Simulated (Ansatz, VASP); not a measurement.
# Cu3Pd in VASP and in Ansatz

```
Cu Pd
1.0
     3.61080    0.00000    0.00000
     0.00000    3.61080    0.00000
     0.00000    0.00000    3.61080
Cu Pd
3 1
Cartesian
  0.0000 1.8054 1.8054
  1.8054 0.0000 1.8054
  1.8054 1.8054 0.0000
  0.0000 0.0000 0.0000
```

Alike in both runs: functional LDA; k mesh 6 × 6 × 6; occupations gaussian, width 0.1 eV; no spin polarisation.

Ansatz relaxed the structure, and its values are those at the end. VASP's run is a single point on that final structure, the one shown.

```csv
,VASP,Ansatz
version,VASP 6.6.1,Ansatz 0.2.0
potentials or method,"VASP PAW LDA potentials, release 64 (Cu, Pd)","scalar-relativistic, plane waves, PAW"
plane-wave cutoff (eV),520,420
valence electrons in the cell,43,75
```

|  | VASP | Ansatz | Ansatz less VASP |
| --- | --- | --- | --- |
| gap on the k mesh at the Fermi level (eV) | none | none | - |
| pressure (GPa) | 0.7 | 0.0 | -0.76 |

A gap of «none» marks a metal or a gap that the smearing closes. The two sets of potentials don't hold the same shells in valence.
